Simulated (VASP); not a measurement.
# Al3BiO3 (P2_1/m) in VASP: relaxation of cell and atoms with PBE

Aim: the relaxation of cell and atoms of Al3BiO3 with PBE.

Program: VASP 6.6.1. These are calculated values, not measurements. Logs are shortened: lines on timing, memory, paths and dates and some standing lists are left out, and cuts for length are marked.

### Step 1. Starting point

It takes space group P2_1/m (No. 11, monoclinic). Conventional cell: a = 9.358 Å, b = 3.083 Å, c = 9.360 Å, α = 90.00°, β = 112.13°, γ = 90.00°. Al (site symmetry m) is surrounded by 3 O at 1.83 Å. Al (site symmetry m) has 3 O at 1.84 to 1.86 Å as nearest neighbours. Al (site symmetry m) is surrounded by 3 O at 1.83 to 1.85 Å. Bi (site symmetry m) has 3 Al at 2.73 to 2.89 Å and 2 Bi at 3.08 Å as nearest neighbours. Around O (site symmetry m) lie 3 Al at 1.83 to 1.84 Å. O (site symmetry m) is surrounded by 3 Al at 1.83 to 1.86 Å. O (site symmetry m) has 3 Al at 1.83 to 1.85 Å as nearest neighbours.

The cell was built by a generator and needn't be a form met in nature.

### Step 2. Relaxation of cell and atoms, PBE

INCAR

```
SYSTEM = Al3BiO3
  PREC = Accurate
  ENCUT = 520
  EDIFF = 1E-6
  ISMEAR = 0
  SIGMA = 0.1
  LREAL = .FALSE.
  LASPH = .TRUE.
  NELM = 120
  ALGO = Normal
  ISIF = 3
  LWAVE = .FALSE.
  LCHARG = .FALSE.
  GGA = PE
  IBRION = 2
  NSW = 90
  EDIFFG = -0.01
  KPAR = 8
```

KPOINTS

```
Automatic mesh
0
G
  4 10 4
  0 0 0
```

POSCAR

```
Al3BiO3
1.0
    9.3580082300      0.0000000000      0.0000000000
    0.0000000000      3.0828267600      0.0000000000
   -3.5261783500      0.0000000000      8.6699291600
Al Bi O
6 2 6
Direct
    0.3085434300      0.7500000000      0.6633476000
    0.1720624500      0.2500000000      0.3395178800
    0.3672255200      0.7500000000      0.1673602200
    0.6914565700      0.2500000000      0.3366524000
    0.6327744800      0.2500000000      0.8326397800
    0.8279375500      0.7500000000      0.6604821200
    0.8489059200      0.2500000000      0.1438970500
    0.1510940800      0.7500000000      0.8561029500
    0.2769798700      0.2500000000      0.5503629600
    0.2493786900      0.7500000000      0.2847225400
    0.4828153100      0.2500000000      0.2297075600
    0.7230201300      0.7500000000      0.4496370400
    0.5171846900      0.7500000000      0.7702924400
    0.7506213100      0.2500000000      0.7152774600
```

Potentials or basis: VASP PAW PBE potentials, release 64 (Al, Bi_d, O).

The run is started by

```sh
> cat potpaw_PBE.64/Al/POTCAR potpaw_PBE.64/Bi_d/POTCAR potpaw_PBE.64/O/POTCAR > POTCAR
> mpirun -np 8 vasp_std > vasp.out
```

OUTCAR:

```text
SYSTEM = Al3BiO3
   PREC = Accurate
   ENCUT = 520
   EDIFF = 1E-6
   ISMEAR = 0
   LREAL = .FALSE.
   LASPH = .TRUE.
   NELM = 120
   ISIF = 3
   GGA = PE
   IBRION = 2
   NSW = 90
   EDIFFG = -0.01

 ion  position               nearest neighbor table
   1  0.309  0.750  0.663-  13 1.83   9 1.83   9 1.83   8 2.73   2 3.21   2 3.21   5 3.24   5 3.24

   2  0.172  0.250  0.340-   9 1.84  10 1.86  10 1.86   7 2.89   1 3.21   1 3.21   3 3.24   3 3.24

   3  0.367  0.750  0.167-  10 1.83  11 1.85  11 1.85   8 2.85   4 3.24   4 3.24   2 3.24   2 3.24

   4  0.691  0.250  0.337-  11 1.83  12 1.83  12 1.83   7 2.73   6 3.21   6 3.21   3 3.24   3 3.24

   5  0.633  0.250  0.833-  14 1.83  13 1.85  13 1.85   7 2.85   1 3.24   1 3.24   6 3.24   6 3.24

   6  0.828  0.750  0.660-  12 1.84  14 1.86  14 1.86   8 2.89   4 3.21   4 3.21   5 3.24   5 3.24

   7  0.849  0.250  0.144-   4 2.73   5 2.85   2 2.89
   8  0.151  0.750  0.856-   1 2.73   3 2.85   6 2.89
   9  0.277  0.250  0.550-   1 1.83   1 1.83   2 1.84
  10  0.249  0.750  0.285-   3 1.83   2 1.86   2 1.86
  11  0.483  0.250  0.230-   4 1.83   3 1.85   3 1.85
  12  0.723  0.750  0.450-   4 1.83   4 1.83   6 1.84
  13  0.517  0.750  0.770-   1 1.83   5 1.85   5 1.85
  14  0.751  0.250  0.715-   5 1.83   6 1.86   6 1.86

  LATTYP: Found a simple monoclinic cell.
 ALAT       =     9.3580082300
 B/A-ratio  =     0.3294319351
 C/A-ratio  =     1.0001672042
 COS(beta)  =    -0.3767456461

  Lattice vectors:

 A1 = (   9.3580082300,   0.0000000000,   0.0000000000)
 A2 = (   0.0000000000,   3.0828267600,   0.0000000000)
 A3 = (  -3.5261783500,   0.0000000000,   8.6699291600)

Analysis of symmetry for initial positions (statically):
=====================================================================
 Subroutine PRICEL returns:
 Original cell was already a primitive cell.

 Routine SETGRP: Setting up the symmetry group for a
 simple monoclinic supercell.

 Subroutine GETGRP returns: Found  4 space group operations
 (whereof  2 operations were pure point group operations)
 out of a pool of  4 trial point group operations.

The static configuration has the point symmetry S_2 .
 The point group associated with its full space group is C_2h.

Analysis of symmetry for dynamics (positions and initial velocities):
=====================================================================
 Subroutine PRICEL returns:
 Original cell was already a primitive cell.

 Routine SETGRP: Setting up the symmetry group for a
 simple monoclinic supercell.

 Subroutine GETGRP returns: Found  4 space group operations
 (whereof  2 operations were pure point group operations)
 out of a pool of  4 trial point group operations.

The dynamic configuration has the point symmetry S_2 .
 The point group associated with its full space group is C_2h.

 Subroutine INISYM returns: Found  4 space group operations
 (whereof  2 operations are pure point group operations),
 and found     1 'primitive' translations

----------------------------------------------------------------------------------------

                                     Primitive cell

  volume of cell :     250.1198

  direct lattice vectors                    reciprocal lattice vectors
     9.358008230  0.000000000  0.000000000     0.106860346  0.000000000  0.043461559
     0.000000000  3.082826760  0.000000000     0.000000000  0.324377618  0.000000000
    -3.526178350  0.000000000  8.669929160     0.000000000  0.000000000  0.115341196

  length of vectors
     9.358008230  3.082826760  9.359572928     0.115360482  0.324377618  0.115341196

  position of ions in fractional coordinates (direct lattice)
     0.308543430  0.750000000  0.663347600
     0.172062450  0.250000000  0.339517880
     0.367225520  0.750000000  0.167360220
     0.691456570  0.250000000  0.336652400
     0.632774480  0.250000000  0.832639780
     0.827937550  0.750000000  0.660482120
     0.848905920  0.250000000  0.143897050
     0.151094080  0.750000000  0.856102950
     0.276979870  0.250000000  0.550362960
     0.249378690  0.750000000  0.284722540
     0.482815310  0.250000000  0.229707560
     0.723020130  0.750000000  0.449637040
     0.517184690  0.750000000  0.770292440
     0.750621310  0.250000000  0.715277460

  ion indices of the primitive-cell ions
   primitive index   ion index
                 1           1
                 2           2
                 3           3
                 4           4
                 5           5
                 6           6
                 7           7
                 8           8
                 9           9
                10          10
                11          11
                12          12
                13          13
                14          14

----------------------------------------------------------------------------------------

 KPOINTS: Automatic mesh

Automatic generation of k-mesh.
 Grid dimensions read from file:
 generate k-points for:    4   10    4

 Generating k-lattice:

  Cartesian coordinates                     Fractional coordinates (reciprocal lattice)
     0.026715087  0.000000000  0.010865390     0.250000000  0.000000000  0.000000000
     0.000000000  0.032437762  0.000000000     0.000000000  0.100000000  0.000000000
     0.000000000  0.000000000  0.028835299     0.000000000  0.000000000  0.250000000

  Length of vectors
     0.028840120  0.032437762  0.028835299

  Shift w.r.t. Gamma in fractional coordinates (k-lattice)
     0.000000000  0.000000000  0.000000000

 Subroutine IBZKPT returns following result:
 ===========================================

 Found     60 irreducible k-points:

 Following reciprocal coordinates:
            Coordinates               Weight
  0.000000  0.000000  0.000000      1.000000
  0.250000  0.000000  0.000000      2.000000
  0.500000  0.000000  0.000000      1.000000
  0.000000  0.100000  0.000000      2.000000
  0.250000  0.100000  0.000000      4.000000
  0.500000  0.100000  0.000000      2.000000
[... 16 lines left out ...]
  0.000000  0.100000  0.250000      4.000000
  0.250000  0.100000  0.250000      4.000000
 [... further k-points ...]
   k-points           NKPTS =     60   k-points in BZ     NKDIM =     60   number of bands    NBANDS=     50
   number of dos      NEDOS =    301   number of ions     NIONS =     14
   total plane-waves  NPLWV = 117600
   dimension x,y,z NGX =    70 NGY =   24 NGZ =   70
   dimension x,y,z NGXF=   140 NGYF=   48 NGZF=  140
   ions per type =               6   2   6
   NGX,Y,Z   is equivalent  to a cutoff of  12.44, 12.94, 12.43 a.u.
   NGXF,Y,Z  is equivalent  to a cutoff of  24.87, 25.88, 24.87 a.u.
 SYSTEM =  Al3BiO3
   PREC   = accura    normal or accurate (medium, high low for compatibility)
   ISTART =      0    job   : 0-new  1-cont  2-samecut
   ICHARG =      2    charge: 1-file 2-atom 10-const
   ISPIN  =      1    spin polarized calculation?
   LNONCOLLINEAR =      F non collinear calculations
   LSORBIT =      F    spin-orbit coupling
   LASPH  =      T    aspherical Exc in radial PAW
   ENCUT  =  520.0 eV  38.22 Ry    6.18 a.u.  17.40  5.73 17.40*2*pi/ulx,y,z
   NELM   =    120;   NELMIN=  2; NELMDL= -5     # of ELM steps
   EDIFF  = 0.1E-05   stopping-criterion for ELM
   LREAL  =      F    real-space projection
   EDIFFG = -.1E-01   stopping-criterion for IOM
   NSW    =     90    number of steps for IOM
   IBRION =      2    ionic relax: 0-MD 1-quasi-New 2-CG
   NFREE  =      1    steps in history (QN), initial steepest desc. (CG)
   ISIF   =      3    stress and relaxation
   ISYM   =      2    0-nonsym 1-usesym 2-fastsym
   POTIM  = 0.5000    time-step for ionic-motion
   TEBEG  =    0.0;   TEEND  =   0.0 temperature during run
   PSTRESS=    0.0 pullay stress
   NELECT =      84.0000    total number of electrons
   NUPDOWN=      -1.0000    fix difference up-down
   EMIN   =  10.00;   EMAX   =-10.00  energy-range for DOS
   EFERMI =   0.00;   METHOD = LEGACY
   ISMEAR =     0;   SIGMA  =   0.10  broadening in eV -4-tet -1-fermi 0-gaus
   EFERMI_NEDOS =   21; number of points for ismear=-14 and -15
   IALGO  =     38    algorithm
   IMIX   =      4    mixing-type and parameters
     AMIX     =   0.40;   BMIX     =  1.00
     AMIX_MAG =   1.60;   BMIX_MAG =  1.00
  volume/ion in A,a.u.               =      17.87       120.56
  Fermi-wavevector in a.u.,A,eV,Ry     =   1.137938  2.150391 17.618220  1.294903
  Thomas-Fermi vector in A             =   2.274643
   LORBIT       =      0    0 simple, 1 ext, 2 COOP (PROOUT), +10 PAW based schemes
   GGA     = PE    functional components
   LHFCALC =     F    Hartree Fock is set to
   AEXX    =    0.0000 exact exchange contribution
   IVDW    =     0    specifies the selected vdW correction
   LEPSILON=     F    determine dielectric tensor
   LRPA    =     F    only Hartree local field effects (RPA)
 conjugate gradient relaxation of ions
 non-spin polarized calculation
 Gauss-broadening in eV      SIGMA  =   0.10
  energy-cutoff  :      520.00
  volume of cell :      250.12
 maximum number of plane-waves:      6769
 NGX is ok and might be reduce to    70
   NGX = 35   NGY = 11   NGZ = 35

--------------------------------------- Ionic step        1  -------------------------------------------

 number of electron      84.0000009 magnetization

 Free energy of the ion-electron system (eV)
  ---------------------------------------------------
  ext. energy  EPLUGINS =         0.00000000
  ---------------------------------------------------
  free energy    TOTEN  =       -86.84586786 eV

  energy without entropy =      -86.83452162  energy(sigma->0) =      -86.84019474

------------------------ aborting loop because EDIFF is reached ----------------------------------------

  FORCE on cell =-STRESS in cart. coord.  units (eV):
  Direction    XX          YY          ZZ          XY          YZ          ZX
  --------------------------------------------------------------------------------------
  -------------------------------------------------------------------------------------
  Total        1.7256641     -2.6111059      2.5205440      0.0000000      0.0000000      0.9412685
  in kB       11.0539822    -16.7258031     16.1456960      0.0000000      0.0000000      6.0294264
  external PRESSURE =       3.4912917 kB  Pullay stress =       0.0000000 kB
[... 125 lines left out ...]
  FREE ENERGIE OF THE ION-ELECTRON SYSTEM (eV)
  ---------------------------------------------------
  free  energy   TOTEN  =       -86.8915395443 eV

  energy  without entropy=      -86.8806744471  energy(sigma->0) =      -86.88610700

[... ionic steps 4 to 39 ...]

--------------------------------------- Ionic step       40  -------------------------------------------

 number of electron      84.0000026 magnetization

------------------------ aborting loop because EDIFF is reached ----------------------------------------

  FORCE on cell =-STRESS in cart. coord.  units (eV):
  Direction    XX          YY          ZZ          XY          YZ          ZX
  --------------------------------------------------------------------------------------
  -------------------------------------------------------------------------------------
  Total        0.0091714      0.0200208      0.0065605      0.0000000      0.0000000     -0.0144452
  in kB        0.0592030      0.1292381      0.0423495      0.0000000      0.0000000     -0.0932461
  external PRESSURE =       0.0769302 kB  Pullay stress =       0.0000000 kB
[... 81 lines left out ...]
  energy  without entropy=      -86.9260631007  energy(sigma->0) =      -86.93163654

--------------------------------------- Ionic step       42  -------------------------------------------

 number of electron      84.0000026 magnetization

 Free energy of the ion-electron system (eV)
  ---------------------------------------------------
  ext. energy  EPLUGINS =         0.00000000
  ---------------------------------------------------
  free energy    TOTEN  =       -86.93726991 eV

  energy without entropy =      -86.92610769  energy(sigma->0) =      -86.93168880

 E-fermi :   6.0791     XC(G=0):  -9.1647

 val. band max:        6.0562904669   @ k =   0.5000   0.1000   0.0000
 cond. band min:       6.1128081251   @ k =  -0.2500   0.2000   0.2500
 fundamental gap:      0.0565176581
 Fermi energy:         6.0791208099

 k-point     1 :       0.0000    0.0000    0.0000
  band No.  band energies     occupation
      1     -17.2127      2.00000
      2     -17.2126      2.00000
      3     -16.8386      2.00000
      4     -16.8335      2.00000
      5     -16.8141      2.00000
      6     -16.8110      2.00000
[... 1261 lines left out ...]
     49       9.4850      0.00000
     50       9.8163      0.00000

 [... further k-points ...]

------------------------ aborting loop because EDIFF is reached ----------------------------------------

  FORCE on cell =-STRESS in cart. coord.  units (eV):
  Direction    XX          YY          ZZ          XY          YZ          ZX
  --------------------------------------------------------------------------------------
  -------------------------------------------------------------------------------------
  Total       -0.0164951     -0.0083471     -0.0346214      0.0000000      0.0000000     -0.0056500
  in kB       -0.1064467     -0.0538657     -0.2234193      0.0000000      0.0000000     -0.0364609
  external PRESSURE =      -0.1279106 kB  Pullay stress =       0.0000000 kB
[... 29 lines left out ...]
  FREE ENERGIE OF THE ION-ELECTRON SYSTEM (eV)
  ---------------------------------------------------
  free  energy   TOTEN  =       -86.9372699094 eV

  energy  without entropy=      -86.9261076864  energy(sigma->0) =      -86.93168880

 reached required accuracy - stopping structural energy minimisation
```

Wall time 39 min (8 MPI ranks of Intel Xeon Platinum 8488C (Sapphire Rapids), shared host); peak memory 0.81 GiB.

Results:

- Free energy: -86.9373 eV
- Relaxed volume: 17.73 Å³/atom
- Relaxed cell: a = 9.256 Å, b = 3.050 Å, c = 9.350 Å, α = 90.00°, β = 109.83°, γ = 90.00°
- Space group after relaxing (to 0.05 Å): P2_1/m (No. 11)
- Energy gained by relaxing: 6.5 meV/atom
- Ionic steps: 42
- Pressure after relaxing: 0.0 GPa
- Largest force after relaxing: 0.010 eV/Å
- Band gap on the k mesh: none (metal or under the smearing width)

Forces on the atoms (eV/Å):
```
Al   0.007  0.000  0.007
Al   0.001  0.000 -0.001
Al  -0.004  0.000  0.001
Al  -0.007  0.000 -0.007
Al   0.004  0.000 -0.001
Al  -0.001  0.000  0.001
Bi  -0.004  0.000  0.003
Bi   0.004  0.000 -0.003
O   -0.003  0.000  0.001
O    0.002  0.000  0.009
O   -0.005  0.000 -0.001
O    0.003  0.000 -0.001
O    0.005  0.000  0.001
O   -0.002  0.000 -0.009
```

The path:
```csv
step,energy change (eV),largest force (eV/Å),pressure (GPa),volume (Å³)
1,0.0000,0.2940,0.35,250.12
3,-0.0457,0.2640,0.30,251.61
5,-0.0592,0.0690,-0.37,253.27
7,-0.0627,0.0828,0.08,252.00
9,-0.0664,0.1092,-0.07,251.53
11,-0.0686,0.0756,-0.04,250.86
13,-0.0703,0.0837,0.16,250.51
15,-0.0717,0.0600,-0.15,251.19
17,-0.0730,0.0749,-0.01,250.70
19,-0.0751,0.0512,0.08,250.08
21,-0.0762,0.0608,0.07,249.94
23,-0.0771,0.1558,-0.12,250.02
25,-0.0791,0.0735,-0.05,249.94
27,-0.0831,0.1212,-0.13,249.55
29,-0.0868,0.0913,-0.03,248.82
31,-0.0877,0.0720,0.03,248.27
33,-0.0901,0.0757,-0.10,248.22
35,-0.0908,0.0369,0.08,247.80
37,-0.0912,0.0206,0.02,248.09
39,-0.0912,0.0204,-0.02,248.13
41,-0.0913,0.0179,0.01,248.20
42,-0.0914,0.0099,-0.01,248.28
```

Final structure:
```xyz
14
Lattice="9.2544 0.0000 0.1692 0.0000 3.0498 0.0000 -3.3324 0.0000 8.7357" Properties=species:S:1:pos:R:3 pbc="T T T"
Al    0.5949    2.2873    5.9743
Al    0.4248    0.7624    3.1530
Al    2.8159    2.2873    1.5619
Al    5.3271    0.7624    2.9306
Al    3.1061    0.7624    7.3430
Al    5.4972    2.2873    5.7519
Bi    7.5103    0.7624    1.2743
Bi   -1.5883    2.2873    7.6306
O     0.6853    0.7624    4.9860
O     1.3793    2.2873    2.6809
O     3.7390    0.7624    2.0242
O     5.2367    2.2873    3.9189
O     2.1830    2.2873    6.8807
O     4.5427    0.7624    6.2240
```

Caveat: spin-orbit coupling is left out, which moves the levels of the heavy elements.
